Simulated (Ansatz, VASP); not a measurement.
**PN in two plane-wave programs**

Wanted: the spread between two codes on one cell, functional and k mesh. The cell is generated by rule, not measured, and may not be a known phase. The cell is taken from a series of runs on this material, whose earlier steps may have relaxed, scaled, displaced or heated it; both programs get it as it stands.

Main program and level: Ansatz 0.2.0; plane waves, with VASP 6.6.1 beside it; relaxation of cell and atoms at PBEsol.

## 1. The structure

It takes space group Fm-3m (No. 225, cubic). The conventional cell has a = 4.308 Å, b = 4.308 Å, c = 4.308 Å, α = 90.00°, β = 90.00°, γ = 90.00°. Nearest to P lie 6 N at 2.15 Å. N has 6 P at 2.15 Å nearest. Farther neighbours and most contacts between anions are not listed.

## 2. Ansatz: relaxation of cell and atoms, PBEsol, pair 1

Ansatz runs on its default PAW (the set named soft_2) files.

The relaxed volume is the usual yardstick between codes: in a stiff, nearly cubic crystal its relative difference is about their pressure difference at one cell divided by the bulk modulus.

The input, input.yaml:

```yaml
crystal:
  lattice:
    - [1.5230062315, 0.8793080578, 2.4870027869]
    - [-1.5230062315, 0.8793080578, 2.4870027869]
    - [0.0, -1.7586161155, 2.4870027869]
  atoms:
    - { symbol: P, position: [0.5, 0.5, 0.5] }
    - { symbol: "N", position: [0.0, 0.0, 0.0] }
kpoints:
  mp_grid: { grid: [12, 12, 12] }
hamiltonian:
  xc: pbesol
scf:
  occupations: { method: gaussian, width: 0.02 }
output:
  forces: true
  stress: true
  eigenvalues: true
relax:
  adjacent_minimum: "off"
  f_tol: 0.001
  max_steps: 60
  cell: { stress_tol: 0.01 }
```

Command:

```
ansatz run input.yaml --threads 4 --pin off --max-ram 7168MiB --backend cpu --events-out ev --progress --plain --runs-dir out
```

Numbers of over 12 decimals in the logs are rounded to 6 here.

Log:

```text
Warning: 36 symmetry operations that the atoms keep within the bar at which the run's group was sought (crystal.symmetry.tolerance 1.0e-5, or twice it) were not taken beside the 12 unitary ones that the detection took (of a slab, those that keep its plane). If the more symmetric cell is meant, write the vectors of crystal.lattice to more decimals, or, with the positions in fractional coordinates, give it by lengths a [...]
Engine: ansatz 0.2.0, aarch64-unknown-linux-gnu
Pseudopotentials: kind: paw
Pseudopotential: P, paw, valence charge 5, recommended cutoff 420 eV (normal), P.paw.azcp
Pseudopotential: N, paw, valence charge 5, recommended cutoff 420 eV (normal), N.paw.azcp
Functional definition: PBEsol
  exchange = pbesol_x
  correlation = pbesol_c
Crystal: 2 atoms, lattice volume = 19.983 Å³
Basis set: ecut = 420 eV, 387 PW (Γ), exchange–correlation on 48×48×48 points (8 copies of the dense FFT grid, shifted against one another)
Bands: 9, of which v1, the nominal top of the filled ones, is band 5 counted from 1 (4 counted from 0)
Symmetry: 12 space group operations
Space group: R-3m (ITA 166), of the structure as read, at distance tolerance 2.7e-5 Å
k-points: 189 of 1728
Non-local potential: P, projectors of the file, l = 0: 2, l = 1: 2, l = 2: 2
Non-local potential: N, projectors of the file, l = 0: 2, l = 1: 2, l = 2: 1
PAW form: soft (Blöchl's): semilocal exchange-correlation on the pseudo side does not see the compensation charge
PAW frozen core: P, regenerated for the run's functional, and the local potential with it (the file was generated under x = pbe(κ = 0.804, μ = 0.219515), c = pbe(β = 0.066725))
PAW frozen core: N, regenerated for the run's functional, and the local potential with it (the file was generated under x = pbe(κ = 0.804, μ = 0.219515), c = pbe(β = 0.066725))
PAW one-centre angular grid: P, 110 points (default); XC on 64 Gauss nodes
PAW one-centre angular grid: N, 110 points (default); XC on 64 Gauss nodes
Initial density: superposition of atomic densities (neutral atoms: chi_scale 0, normalization atom), corrected by the library's trained network
Initial wavefunctions: pseudopotential atomic-orbital guess
Functional: x = pbesol(κ = 0.804, μ = 0.123457), c = pbesol(β = 0.046)
SCF iter   1: F=—  HF=-1116.655494 eV  |F-HF|=—  |Δ(HF+E_count)|=         —  Δρ=1.17e-2  dr2=2.71e-2  ethr=1.77e-3  ⟨swp⟩=6.2  Hψ=13525  notcnv=0
preconditioner: auto → none  [insulator: Δε(μ)=0.220 eV  Ē_g=13.065 eV  σ=0.020 eV  W_gap=1.00  n_scr=0 (ndim 8)  ℏωp=26.3 eV  f_vac=0.000  D(μ)=0.00/eV (n_scr^D=0)  ε∞_Penn≈5.0]
SCF iter   2: F=—  HF=-1116.650207 eV  |F-HF|=—  |Δ(HF+E_count)|=   5.29e-3  Δρ=4.82e-3  dr2=5.05e-3  ethr=2.71e-4  ⟨swp⟩=2.0  Hψ=3681  notcnv=0
SCF iter   3: F=—  HF=-1116.649047 eV  |F-HF|=—  |Δ(HF+E_count)|=   1.16e-3  Δρ=5.24e-4  dr2=5.38e-5  ethr=5.05e-5  ⟨swp⟩=2.7  Hψ=2807  notcnv=0
SCF iter   4: F=—  HF=-1116.649034 eV  |F-HF|=—  |Δ(HF+E_count)|=   1.31e-5  Δρ=3.54e-5  dr2=8.74e-8  ethr=5.38e-7  ⟨swp⟩=2.1  Hψ=2398  notcnv=0
iter 5 did not close the SCF: its close was put off for the readings that it lacked (scf_convergence_deferred on its scf_iter line)
SCF iter   5: F=-1116.649034 eV  HF=-1116.649034 eV  |F-HF|=4.76e-10  |Δ(HF+E_count)|=   1.13e-7  Δρ=3.91e-6  dr2=2.44e-9  ethr=8.74e-10  ⟨swp⟩=2.3  Hψ=2636  notcnv=0
SCF iter   6: F=-1116.649034 eV  HF=-1116.649034 eV  |F-HF|=3.18e-12  |Δ(HF+E_count)|=  6.47e-10  Δρ=2.48e-7  dr2=5.92e-12  ethr=2.44e-11  ⟨swp⟩=1.9  Hψ=5113  notcnv=0
SCF 1 converged in 6 iterations: F = -1116.649034 eV  dr2 = 5.92e-12
  greatest PAW one-centre occupation: 0.872 electrons in one spin orbital (limit 2), on the P atom at site 0 (counted from 0), in its partial waves of l = 0
relax step   1: F+E_penalty+E_count = -1116.64903429 eV  Δ(F+E_penalty+E_count) = +0.000e0 eV  max|allowed force component| = 1.972e-31 eV/Å  Δτ_max = 0.0000 Å  P = -0.005 GPa  Ω = 19.983 Å³  (6 SCF iters, dr2 threshold 1.00e-7 eV, accepted)
Initial density: handed on by an earlier stage of this run
Initial wavefunctions: pseudopotential atomic-orbital guess (no wavefunctions were taken with the density)
iter 1 solved again at ethr=5.01e-9 eV; its pass at ethr=3.10e-3 eV (dr2=5.01e-7 eV) is discarded
SCF iter   1: F=—  HF=-1116.649034 eV  |F-HF|=—  |Δ(HF+E_count)|=         —  Δρ=2.83e-7  dr2=6.91e-12  ethr=5.01e-9  ⟨swp⟩=3.9  Hψ=19231  notcnv=0
eigensolver tolerance schedule: the retry pair's looser diagonalisation over-reported the residual by 72493.42 of it (diagonalisation noise at 0.13 of the residual, at the tolerance the schedule requests for it); recorded, not acted on — ethr = c·dr2/N_el stays at c = 1.0e-1
preconditioner: auto → none  [insulator: Δε(μ)=0.189 eV  Ē_g=13.087 eV  σ=0.020 eV  W_gap=1.00  n_scr=0 (ndim 8)  ℏωp=26.3 eV  f_vac=0.000  D(μ)=0.00/eV (n_scr^D=0)  ε∞_Penn≈5.0]
SCF iter   2: F=—  HF=-1116.649034 eV  |F-HF|=—  |Δ(HF+E_count)|=   1.42e-7  Δρ=1.53e-7  dr2=3.12e-12  ethr=6.91e-14 (applied; sched 1.00e-12)  ⟨swp⟩=3.1  Hψ=3552  notcnv=0
iter 3 did not close the SCF: its close was put off for the readings that it lacked (scf_convergence_deferred on its scf_iter line)
SCF iter   3: F=-1116.649034 eV  HF=-1116.649034 eV  |F-HF|=0.00e0  |Δ(HF+E_count)|=  9.09e-13  Δρ=6.29e-8  dr2=4.66e-13  ethr=3.12e-14 (applied; sched 1.00e-12)  ⟨swp⟩=1.1  Hψ=1735  notcnv=0
iter 4 did not close the SCF: its close was put off for the readings that it lacked (scf_convergence_deferred on its scf_iter line)
SCF iter   4: F=-1116.649034 eV  HF=-1116.649034 eV  |F-HF|=4.55e-13  |Δ(HF+E_count)|=    0.00e0  Δρ=6.55e-9  dr2=5.16e-15  ethr=8.00e-15 (applied; sched 1.00e-12)  ⟨swp⟩=1.7  Hψ=2118  notcnv=0
iter 5 did not close the SCF: its close was put off for the readings that it lacked (scf_convergence_deferred on its scf_iter line)
SCF iter   5: F=-1116.649034 eV  HF=-1116.649034 eV  |F-HF|=4.55e-13  |Δ(HF+E_count)|=  2.27e-13  Δρ=2.71e-9  dr2=1.19e-15  ethr=8.00e-15 (applied; sched 1.00e-12)  ⟨swp⟩=1.0  Hψ=1701  notcnv=0
iter 6 did not close the SCF: its close was put off for the readings that it lacked (scf_convergence_deferred on its scf_iter line)
SCF iter   6: F=-1116.649034 eV  HF=-1116.649034 eV  |F-HF|=6.82e-13  |Δ(HF+E_count)|=  6.82e-13  Δρ=9.46e-10  dr2=1.50e-16  ethr=8.00e-15 (applied; sched 1.00e-12)  ⟨swp⟩=1.0  Hψ=1701  notcnv=0
SCF iter   7: F=-1116.649034 eV  HF=-1116.649034 eV  |F-HF|=6.82e-13  |Δ(HF+E_count)|=  9.09e-13  Δρ=3.06e-10  dr2=1.40e-17  ethr=1.00e-12  ⟨swp⟩=1.0  Hψ=4168  notcnv=0
SCF 2 converged in 7 iterations: F = -1116.649034 eV  dr2 = 1.40e-17
relax step   2: F+E_penalty+E_count = -1116.64903429 eV  Δ(F+E_penalty+E_count) = -2.046e-12 eV  max|allowed force component| = 1.972e-31 eV/Å  Δτ_max = 0.0000 Å  P = -0.005 GPa  Ω = 19.983 Å³  stress off target by 6.21e-3 GPa  SCF on the basis re-selected at this cell (its energy is not comparable with the rows above)  (7 SCF iters)
basis re-selected at this cell: Δ(F+E_penalty+E_count) = -2.046e-12 eV, ΔP = -0.000 GPa vs the last step (what re-selecting the basis moved, of the pressure what is left beyond the Pulay correction that the steps carried, after the strain that the cell walked since its last selection, with what the two solves' SCF thresholds leave and, on support functions, any second-order correction that the steps lacked; it is no  [...]
SCF converged after 7 iterations
Free energy (F): -1116.649034 eV
Harris-Foulkes:  -1116.649034 eV  (|F-HF|=6.82e-13)
Internal energy: -1116.649034 eV  (E = F + TS)
E sigma→0 (E₀):  -1116.649034 eV
Fermi energy:    12.717945 eV
--- Per-component energies (eV) ---
  E_band       = 40.927878
  E_kinetic    = 196.725656
  E_local      = -173.787498  (includes V_loc(G=0)·N_el)
  E_nonlocal   = 80.276301
  E_hartree    = 49.706892
  E_xc         = -120.096062
  E_vxc        = -136.254663  (∫ρ·V_xc dr)
  E_paw        = -675.324898  (= ΣΔE_a)
  E_vpaw       = -25.445790  (= ΣTr[D̂ρ^β])
  E_aug_tail   = 0.000086  (compensation charges beyond the density's cutoff)
  E_ewald      = -474.223707
  E_core_change = 0.074195  (= ΣΔE_core)
  E_smearing   = -0.000000  (= −TS)
  E_closure    = 0.000000  (closes the sum)
  Σ components = -1116.649034   (vs F -1116.649034, Δ=0.00e0)
--- Forces (eV/Å), atoms counted from 1 ---
  atom   1  P      0.00000000    -0.00000000     0.00000000
  atom   2  N      0.00000000     0.00000000     0.00000000
  max |Σ_I F_I| component: 6.57e-31 eV/Å
--- Stress (GPa, compression-positive) ---
       -0.006210       0.000000       0.000000
       -0.000000      -0.006210       0.000000
       -0.000000       0.000000      -0.001713
  P = ⅓ Tr σ = -0.0047 GPa (-0.047 kbar)
--- Band table (eV; the first three rows and the last of 189) ---
  k-point 0: bands = ["-7.6955", "8.1315", "8.8851", "8.8851", "8.8854", "17.9070", "17.9071", "17.9071", "20.1695"]
  k-point 1: bands = ["-7.5597", "6.8363", "8.8639", "8.8641", "9.9089", "17.3551", "17.3551", "17.4152", "20.2123"]
  k-point 2: bands = ["-7.1561", "5.0498", "8.8171", "8.8174", "10.8969", "16.2253", "16.2253", "16.4686", "20.3299"]
  k-point 188: bands = ["-4.1082", "-0.9699", "8.8058", "8.8058", "12.0530", "13.2538", "13.2538", "14.2921", "22.3380"]
--- Relaxed structure (1 steps of the walk, 1 accepted, 1 SCFs on fresh bases) ---
  F+E_penalty+E_count = -1116.64903429 eV   max|allowed force component| = 1.972e-31 eV/Å   (the final SCF, on the basis selected at the relaxed cell)
  cell:  # Å, volume = 19.9834 Å³
    - [1.523006, 0.879308, 2.487003]
    - [-1.523006, 0.879308, 2.487003]
    - [0.0, -1.758616, 2.487003]
  atoms:
    - { symbol: P, position: [0.5, 0.5, 0.5] }
    - { symbol: N, position: [0.0, 0.0, 0.0] }
```

(Part 1 of 3 ends here.)

[Lines on the potential files, build, host, timing and source positions are cut from VASP's logs without a mark.]

[Logs are printed without paths, hosts, clocks, repeated set-up lines and the standing remarks that a program may print on its own settings, such as how far it seeks lower states.]

[Hosts, paths, dates, database ids (printed as entryN), source tags and the programs' standing remarks are cut or masked in the printed files.]
